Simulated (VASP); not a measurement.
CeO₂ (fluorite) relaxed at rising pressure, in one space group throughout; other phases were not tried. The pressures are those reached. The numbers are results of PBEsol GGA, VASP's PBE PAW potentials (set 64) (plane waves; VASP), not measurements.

| P (GPa) | V (Å³/atom) | k-mesh |
|---|---|---|
| 0.00 | 13.102 | 7×7×7 |
| 5.08 | 12.784 | 7×7×7 |
| 9.99 | 12.503 | 7×7×7 |
| 19.98 | 12.023 | 7×7×7 |
| 30.03 | 11.624 | 7×7×7 |

A change of mesh leaves a small step in the series.

Task: Fit an equation of state and predict the volume at 44.94 GPa.

Result: Least squares on the third-order Birch-Murnaghan form, P = (3B0/2)(y⁷ − y⁵)[1 + (3/4)(B′ − 4)(y² − 1)] with y = (V0/V)^(1/3), gives V0 = 13.104 Å³/atom, B0 = 192 GPa and B′ = 4.4, and so 11.133 Å³/atom. The run gave 11.130 Å³/atom, -0.0 % from the fit.

Pressures at which the relaxation failed are left out.

The compound is CeO2 in the fluorite structure. The run is not spin-polarised, so no magnetic state was tried.
